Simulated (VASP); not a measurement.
# OH on Ni(111): which site?

Which site of Ni(111) does OH prefer, and what does it do to the work function?

Calculated with VASP 6.6.1; PBE, spin-polarised from a ferromagnetic start (one magnetic atom a cell); plane waves and PAW (Ni), in the first sound run; inputs show where later runs differ.

## (1) Starting point

Symmetry: Fm-3m, No. 225, cubic system. The conventional cell has a = 3.520 Å, b = 3.520 Å, c = 3.520 Å, α = 90.00°, β = 90.00°, γ = 90.00°. Ni has 12 Ni at 2.49 Å nearest.

## (2) The bulk reference, job relaxation, k-mesh 19×19×19

The bulk crystal is relaxed first, so that the slabs are cut at this functional's lattice.

The input, INCAR:

```
SYSTEM = Ni
PREC = Accurate
ENCUT = 570
EDIFF = 1E-06
NELM = 120
ISMEAR = 1
SIGMA = 0.15
LREAL = .FALSE.
ALGO = Normal
GGA = PE
NBANDS = 12
ISPIN = 2
MAGMOM = 1
LASPH = .TRUE.
LMAXMIX = 4
LORBIT = 11
LWAVE = .FALSE.
LCHARG = .FALSE.
KPAR = 4
IBRION = 2
NSW = 30
ISIF = 3
EDIFFG = -0.01
POTIM = 0.4
```

The input, POSCAR:

```
Ni
1.0
    0.0000000000      1.7600000000      1.7600000000
    1.7600000000      0.0000000000      1.7600000000
    1.7600000000      1.7600000000      0.0000000000
Ni
1
Direct
    0.0000000000      0.0000000000      0.0000000000
```

The input, KPOINTS:

```
Automatic mesh
0
Gamma
19 19 19
0 0 0
```

The projector-augmented-wave data sets are Ni (PBE family, release 64).

Command:

```bash
$ mpirun -np 4 vasp_std
```

What it wrote:

```text
[banner, memory and clock lines left out]
running    4 mpi-ranks, on    1 nodes
 distrk:  each k-point on    1 cores,    4 groups
 distr:  one band on    1 cores,    1 groups

 POSCAR found type information on POSCAR Ni
 POSCAR found :  1 types and       1 ions
 LDA part: xc-table for (Slater+PW92), standard interpolation
 POSCAR, INCAR and KPOINTS ok, starting setup
 FFT: planning ... GRIDC
 FFT: planning ... GRID_SOFT
 FFT: planning ... GRID
 WAVECAR not read
 entering main loop
       N       E                     dE             d eps       ncg     rms          rms(c)
DAV:   1     0.333442055839E+02    0.33344E+02   -0.48189E+03 10848   0.114E+03
DAV:   2    -0.521687186086E+01   -0.38561E+02   -0.36250E+02 11180   0.181E+02
DAV:   3    -0.648672669495E+01   -0.12699E+01   -0.12567E+01 12092   0.359E+01
DAV:   4    -0.649679935251E+01   -0.10073E-01   -0.10071E-01 12120   0.292E+00
DAV:   5    -0.649699618415E+01   -0.19683E-03   -0.19683E-03 12556   0.385E-01    0.992E+00
DAV:   6    -0.582394098888E+01    0.67306E+00   -0.14605E+01 13508   0.508E+01    0.608E+00
DAV:   7    -0.548640598677E+01    0.33754E+00   -0.25534E+00 13300   0.197E+01    0.191E+00
DAV:   8    -0.547207744186E+01    0.14329E-01   -0.15553E-02 14328   0.111E+00    0.990E-01
DAV:   9    -0.546927858915E+01    0.27989E-02   -0.23143E-03 15868   0.380E-01    0.270E-01
DAV:  10    -0.546871138698E+01    0.56720E-03   -0.68648E-04 15100   0.192E-01    0.432E-02
DAV:  11    -0.546870733102E+01    0.40560E-05   -0.69226E-05 13488   0.867E-02    0.222E-02
DAV:  12    -0.546870816255E+01   -0.83153E-06   -0.21692E-06  9896   0.127E-02
   1 F= -.54687082E+01 E0= -.54685275E+01  d E =-.546871E+01  mag=     0.6421
 curvature:   0.00 expect dE= 0.000E+00 dE for cont linesearch  0.000E+00
 trial: gam= 0.00000 g(F)=  0.387E-63 g(S)=  0.100E-03 ort = 0.000E+00 (trialstep = 0.100E+01)
 search vector abs. value=  0.100E-03
 bond charge predicted
       N       E                     dE             d eps       ncg     rms          rms(c)
DAV:   1    -0.547086684399E+01   -0.21595E-02   -0.28697E-02 13376   0.239E+00    0.401E-01
DAV:   2    -0.546946745237E+01    0.13994E-02   -0.30601E-02 13432   0.214E+00    0.235E-01
DAV:   3    -0.546874651052E+01    0.72094E-03   -0.48542E-03 13328   0.895E-01    0.628E-02
DAV:   4    -0.546870883006E+01    0.37680E-04   -0.28865E-05 12132   0.426E-02    0.357E-02
DAV:   5    -0.546870208456E+01    0.67455E-05   -0.12077E-05 14004   0.236E-02    0.804E-03
DAV:   6    -0.546870178941E+01    0.29516E-06   -0.36167E-07  5764   0.471E-03
   2 F= -.54687018E+01 E0= -.54685145E+01  d E =0.637314E-05  mag=     0.6408
 trial-energy change:    0.000006  1 .order   -0.000001   -0.000100    0.000098
 step:   0.4501(harm=  0.5048)  dis= 0.00000  next Energy=    -5.468730 (dE=-0.219E-04)
 bond charge predicted
       N       E                     dE             d eps       ncg     rms          rms(c)
DAV:   1    -0.546938206270E+01   -0.67998E-03   -0.86266E-03 13368   0.131E+00    0.220E-01
DAV:   2    -0.546895447008E+01    0.42759E-03   -0.93046E-03 13456   0.117E+00    0.128E-01
DAV:   3    -0.546873619092E+01    0.21828E-03   -0.14728E-03 13308   0.494E-01    0.349E-02
DAV:   4    -0.546872480156E+01    0.11389E-04   -0.92924E-06 12100   0.241E-02    0.197E-02
DAV:   5    -0.546872315804E+01    0.16435E-05   -0.36105E-06 10120   0.132E-02    0.455E-03
DAV:   6    -0.546872366513E+01   -0.50709E-06   -0.19603E-07  5616   0.414E-03
   3 F= -.54687237E+01 E0= -.54685420E+01  d E =-.155026E-04  mag=     0.6420
 curvature:  -0.25 expect dE=-0.420E-08 dE for cont linesearch -0.420E-08
 trial: gam=-0.01279 g(F)=  0.299E-69 g(S)=  0.169E-07 ort = 0.130E-05 (trialstep = 0.890E+00)
 search vector abs. value=  0.103E-09
 reached required accuracy - stopping structural energy minimisation
```

The job ended after 22 s (4 MPI ranks of Intel Xeon Platinum 8488C (Sapphire Rapids), shared host; peak memory 0.65 GiB).

Lines that name or quote the potential files are left out of all logs, and their timing lines are given in words.

From OUTCAR (step 2):

```text
ion  position               nearest neighbor table
   1  0.000  0.000  0.000-

  LATTYP: Found a face centered cubic cell.
 ALAT       =     3.5200000000

 Subroutine GETGRP returns: Found 48 space group operations
 (whereof 48 operations were pure point group operations)

The static configuration has the point symmetry O_h .

 Found    220 irreducible k-points:

   k-points           NKPTS =    220   k-points in BZ     NKDIM =    220   number of bands    NBANDS=     12

   dimension x,y,z NGX =    20 NGY =   20 NGZ =   20
   dimension x,y,z NGXF=    40 NGYF=   40 NGZF=   40

   ENCUT  =  570.0 eV  41.89 Ry    6.47 a.u.   4.85  4.85  4.85*2*pi/ulx,y,z

   NELECT =      10.0000    total number of electrons

 k-points in reciprocal lattice and weights: Automatic mesh
   0.00000000  0.00000000  0.00000000       0.000
   0.05263158  0.00000000  0.00000000       0.001
   0.10526316  0.00000000  0.00000000       0.001
   0.15789474  0.00000000  0.00000000       0.001
   0.21052632  0.00000000  0.00000000       0.001
   0.26315789  0.00000000  0.00000000       0.001
   0.31578947  0.00000000  0.00000000       0.001
   0.36842105  0.00000000  0.00000000       0.001
   0.42105263  0.00000000  0.00000000       0.001
[...]
-0.31578947  0.47368421  0.21052632       0.003
  -0.26315789  0.47368421  0.21052632       0.003

 average (electrostatic) potential at core
       1 -82.0174

 E-fermi :   9.3796

 spin component 1
 k-point     1 :       0.0000    0.0000    0.0000
  band No.  band energies     occupation
    ...
      2       6.9217      1.00000
      3       6.9217      1.00000
      4       6.9217      1.00000
      5       8.1036      1.00000
      6       8.1036      1.00000
      7      33.0872      0.00000
      8      36.9412      0.00000
      9      36.9412      0.00000
     10      36.9412      0.00000
     11      39.8743      0.00000
    ...

 k-point     2 :       0.0526    0.0000    0.0000
  band No.  band energies     occupation
    ...
      2       6.8937      1.00000
      3       6.9460      1.00000
      4       6.9460      1.00000
      5       8.0932      1.00000
      6       8.0932      1.00000
      7      32.7523      0.00000
      8      35.4824      0.00000
      9      36.6706      0.00000
     10      36.6706      0.00000
     11      40.2706      0.00000
    ...

 k-point     3 :       0.1053    0.0000    0.0000
  band No.  band energies     occupation
    ...
      2       6.8171      1.00000
      3       7.0111      1.00000
      4       7.0111      1.00000
      5       8.0693      1.00000
      6       8.0693      1.00000
      7      31.0926      0.00000
      8      34.2930      0.00000
      9      36.1215      0.00000
     10      36.1215      0.00000
     11      41.0745      0.00000
    ...

 k-point     4 :       0.1579    0.0000    0.0000
  band No.  band energies     occupation
    ...
      2       6.7143      1.00000
      3       7.0916      1.00000
      4       7.0916      1.00000
      5       8.0564      1.00000
      6       8.0564      1.00000
      7      28.4907      0.00000
      8      33.8905      0.00000
      9      35.5612      0.00000
     10      35.5612      0.00000
     11      41.0224      0.00000
    ...

 k-point     5 :       0.2105    0.0000    0.0000
  band No.  band energies     occupation
    ...
      2       6.6247      1.00000
      3       7.1465      1.00000
      4       7.1465      1.00000
      5       8.0921      1.00000
      6       8.0921      1.00000
      7      25.7725      0.00000
      8      33.5204      0.00000
      9      35.0769      0.00000
     10      35.0769      0.00000
     11      41.1474      0.00000
    ...

 k-point     6 :       0.2632    0.0000    0.0000
  band No.  band energies     occupation
    ...
      2       6.6160      1.00000
      3       7.1455      1.00000
      4       7.1455      1.00000
      5       8.2003      1.00000
      6       8.2003      1.00000
      7      23.1334      0.00000
      8      33.0570      0.00000
      9      34.6896      0.00000
     10      34.6896      0.00000
     11      40.0826      0.00000
    ...

  Total       -0.0003816     -0.0003816     -0.0003816      0.0000000      0.0000000      0.0000000
  in kB       -0.0561556     -0.0561556     -0.0561556      0.0000000      0.0000000      0.0000000
  external PRESSURE =      -0.0561556 kB  Pullay stress =       0.0000000 kB

  energy-cutoff  :      570.00
  volume of cell :       10.89
      direct lattice vectors                 reciprocal lattice vectors
    -0.000000000  1.759099771  1.759099771    -0.284236294  0.284236294  0.284236294
     1.759099771 -0.000000000  1.759099771     0.284236294 -0.284236294  0.284236294
     1.759099771  1.759099771 -0.000000000     0.284236294  0.284236294 -0.284236294

 POSITION                                       TOTAL-FORCE (eV/Angst)
 -----------------------------------------------------------------------------------
      0.00000      0.00000      0.00000         0.000000      0.000000      0.000000
 -----------------------------------------------------------------------------------
    total drift:                                0.000000     -0.000000     -0.000000

  FREE ENERGIE OF THE ION-ELECTRON SYSTEM (eV)
  ---------------------------------------------------
  free  energy   TOTEN  =        -5.4687236651 eV

  energy  without entropy=       -5.4681786625  energy(sigma->0) =       -5.46854200

 reached required accuracy - stopping structural energy minimisation

 total charge
# of ion       s       p       d       tot
------------------------------------------
    1        0.498   0.497   8.313   9.308

 magnetization (x)
# of ion       s       p       d       tot
------------------------------------------
    1       -0.006  -0.025   0.686   0.654

[... 6 further parts left out ...]
```

CONTCAR:

```
Ni
   1.00000000000000
    -0.0000000000000000    1.7590997706436848    1.7590997706436848
     1.7590997706436848   -0.0000000000000000    1.7590997706436848
     1.7590997706436848    1.7590997706436848   -0.0000000000000000
  Ni
     1
Direct
     0.0000000000000000    0.0000000000000000    0.0000000000000000
```

The cell holds one magnetic atom, so no antiferromagnetic order fits into it. The run keeps the 48 symmetry operations of its start, so it cannot find a distortion of lower symmetry.

Little changed from the start: no atom moved by 0.005 Å and no cell edge by 0.1 %.

This step gave:

* electronic cycles: 24
* electrons: 10
* free energy (TOTEN): -5.469 eV
* energy at zero smearing: -5.469 eV
* Fermi energy: 9.380 eV
* moment of the cell, from the last line of the log: 0.642 μB
* metallic: yes

Spin moment in the PAW sphere by atom:

```
atom  spin moment in the PAW sphere (μB)
 Ni1                               0.654
```

The run ended after 3 ionic steps, 0.000 eV below its first step, once forces and stress met EDIFFG = -0.01.

Energy at zero smearing: -5.46854 eV.

## (3) The bulk reference, job self-consistent run, k-mesh 23×23×23

The input, INCAR:

```
SYSTEM = Ni
PREC = Normal
ENCUT = 440
EDIFF = 1E-06
NELM = 120
ISMEAR = 1
SIGMA = 0.15
LREAL = .FALSE.
ALGO = Fast
GGA = PE
NBANDS = 12
ISPIN = 2
MAGMOM = 1
LASPH = .TRUE.
LMAXMIX = 4
LORBIT = 11
LWAVE = .FALSE.
LCHARG = .FALSE.
KPAR = 4
```

The input, POSCAR:

```
Ni
1.0
    0.0000000000      1.7590997706      1.7590997706
    1.7590997706      0.0000000000      1.7590997706
    1.7590997706      1.7590997706      0.0000000000
Ni
1
Direct
    0.0000000000      0.0000000000      0.0000000000
```

The input, KPOINTS:

```
Automatic mesh
0
Gamma
23 23 23
0 0 0
```

Command:

```bash
$ mpirun -np 4 vasp_std
```

What it wrote:

```text
[... set-up lines as in an earlier step ...]
 entering main loop
       N       E                     dE             d eps       ncg     rms          rms(c)
DAV:   1     0.277837432126E+02    0.27784E+02   -0.40826E+03 18252   0.948E+02
DAV:   2    -0.554235222190E+01   -0.33326E+02   -0.31273E+02 18576   0.159E+02
DAV:   3    -0.648878521529E+01   -0.94643E+00   -0.94124E+00 20220   0.304E+01
DAV:   4    -0.649604416455E+01   -0.72589E-02   -0.72576E-02 20088   0.234E+00
[...]
RMM:   8    -0.547287102637E+01    0.19317E-01   -0.65589E-03 25833   0.637E-01    0.964E-01
RMM:   9    -0.547080889515E+01    0.20621E-02   -0.84709E-04 25301   0.271E-01    0.226E-01
RMM:  10    -0.547024715782E+01    0.56174E-03   -0.25615E-04 23255   0.213E-01    0.531E-02
WARNING in EDDRMM: call to ZHEGV failed, returncode =   6  3     12
RMM:  11    -0.547023634638E+01    0.10811E-04   -0.65970E-05 26606   0.601E-02    0.299E-02
RMM:  12    -0.547023918481E+01   -0.28384E-05   -0.99206E-06 24410   0.244E-02    0.927E-03
WARNING in EDDRMM: call to ZHEGV failed, returncode =   6  3     12
RMM:  13    -0.547023869266E+01    0.49216E-06   -0.12681E-06 17042   0.939E-03
   1 F= -.54702387E+01 E0= -.54700209E+01  d E =-.653302E-03  mag=     0.6136
```

Wall time 7 s (4 MPI ranks); peak memory 0.62 GiB.

OUTCAR, selected parts (step 3):

```text
  Total       -0.0235000     -0.0235000     -0.0235000     -0.0000000      0.0000000     -0.0000000
  in kB       -3.4584159     -3.4584159     -3.4584159     -0.0000000      0.0000000     -0.0000000
  external PRESSURE =      -3.4584159 kB  Pullay stress =       0.0000000 kB

 POSITION                                       TOTAL-FORCE (eV/Angst)
 -----------------------------------------------------------------------------------
      0.00000      0.00000      0.00000         0.000000     -0.000000      0.000000
 -----------------------------------------------------------------------------------
    total drift:                               -0.000000     -0.000000     -0.000000

  FREE ENERGIE OF THE ION-ELECTRON SYSTEM (eV)
  ---------------------------------------------------
  free  energy   TOTEN  =        -5.4702386927 eV

  energy  without entropy=       -5.4695853909  energy(sigma->0) =       -5.47002093

 magnetization (x)
# of ion       s       p       d       tot
------------------------------------------
    1       -0.007  -0.025   0.658   0.626

[... 3 further parts left out ...]
[key lines of the parts left out:]
E-fermi :   9.3695
```

This step gave:

```
electronic cycles                                 : 13
free energy (TOTEN)                               : -5.470 eV
energy at zero smearing                           : -5.470 eV
Fermi energy                                      : 9.370 eV
moment of the cell, from the last line of the log : 0.6136 μB
```

Energy at zero smearing: -5.47002 eV.

The run ends at a pressure of -0.35 GPa.

(Continued in part 2 of 8.)

[Lines on the potential files, build, host, timing and source positions are cut from VASP's logs without a mark.]

[Logs are printed without paths, hosts, clocks, repeated set-up lines and the standing remarks that a program may print on its own settings, such as how far it seeks lower states.]

[Hosts, paths, dates, database ids (printed as entryN), source tags and the programs' standing remarks are cut or masked in the printed files.]

[Runs that stopped without an error message from VASP are left out.]
